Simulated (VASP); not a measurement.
# RuTe (relaxed from the wurtzite structure, space group P6_3mc): computed properties

All values below come from r2SCAN meta-GGA, VASP's PBE PAW potentials (set 64) (plane waves; VASP).

| Property | Result |
|---|---|
| space group | P6_3mc (186) |
| cell | a = 3.866 Å, b = 3.866 Å, c = 7.539 Å, α = 90.00°, β = 90.00°, γ = 120.00° |
| volume per atom | 24.39 Å^3/atom |
| band gap (over mesh and band path) | none (metal, semimetal or under 0.01 eV) |
| density | 7.78 g/cm³ |

```
CELL_PARAMETERS angstrom
      3.86593     0.00000     0.00000
     -1.93296     3.34799     0.00000
      0.00000     0.00000     7.53898
ATOMIC_POSITIONS crystal
  Ru 0.33333 0.66667 0.01410
  Ru 0.66667 0.33333 0.51410
  Te 0.33333 0.66667 0.36090
  Te 0.66667 0.33333 0.86090
```

Unless said otherwise, spin-orbit coupling is left out, though it shifts the bands of the heavy elements here.

The structure was generated: RuTe was put into the wurtzite type (P6_3mc), which need not be its known phase. It was relaxed first, which changed the volume by -31 %. Symmetry was kept, so distortions that lower it aren't found.
